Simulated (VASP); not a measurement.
Method: PBEsol GGA, VASP's PBE PAW potentials (set 64) (plane waves; VASP).

The input files of a VASP run:

**KPOINTS**
```
Regular mesh
0
Gamma
 6 6 6
0 0 0
```

### INCAR
```
PREC=Accurate
ISMEAR=0
ENCUT=400   ! plane-wave cut-off (eV)
SIGMA=0.01   ! width (eV)
LCHARG=.False.
EDIFF=1E-6   ! SCF stop (eV)
LASPH=.True.   ! aspherical one-centre terms
LWAVE=.False.
ALGO=Normal   ! blocked Davidson
GGA=PS
ISIF=2   ! forces and stress, cell fixed
LREAL=.False.
NELM=100   ! most electronic steps
SYSTEM=KF
```

**POSCAR**
```
KF
1
    0.0000000000     2.6244200000     2.6244200000
    2.6244200000     0.0000000000     2.6244200000
    2.6244200000     2.6244200000     0.0000000000
K F
1 1
Direct
  0.0000000000   0.0000000000   0.0000000000
  0.5000000000   0.5000000000   0.5000000000
```

POTCAR, in this order: K_sv F (PBE.64 set). Program: vasp_std.

Task: What will the output report for the number of irreducible k-points (NKPTS), largest plane-wave count, number of space-group operations, FFT grid (NGX, NGY, NGZ)?

Result: 
The number of irreducible k-points (NKPTS) is 16 and the largest plane-wave count is 680. The number of space-group operations is 48 and the FFT grid (NGX, NGY, NGZ) is 24 × 24 × 24.

The structure comes from a computed database's KF entry; how it stands against other phases isn't given here. The cell was not relaxed at this level. The run is one of a series of settings (GGA = PS against the base run), some of them coarse on purpose.
